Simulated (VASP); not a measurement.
## Er (relaxed from the fcc structure, space group Fm-3m): computed properties

Calculation: r2SCAN meta-GGA, VASP's PBE PAW potentials (set 64) (plane waves; VASP).

- space group = Fm-3m (225)
- cell = a = b = c = 4.9602 Å, α = β = γ = 90.00°
- volume per atom = 30.51 Å³/atom
- band gap (over mesh and band path) = none (metal, semimetal or under 0.01 eV)
- density = 9.10 g/cm³

```
CELL_PARAMETERS angstrom
      0.00000     2.48009     2.48009
      2.48009     0.00000     2.48009
      2.48009     2.48009     0.00000
ATOMIC_POSITIONS crystal
  Er 0.00000 0.00000 0.00000
```

The 4f electrons are frozen in the core of the lanthanide potential, so 4f levels, which can set the real gap, and their magnetism are missing.

The structure was generated: Er was put into the fcc type (Fm-3m), which need not be its known phase. It was relaxed first. Symmetry was kept, so distortions that lower it aren't found.
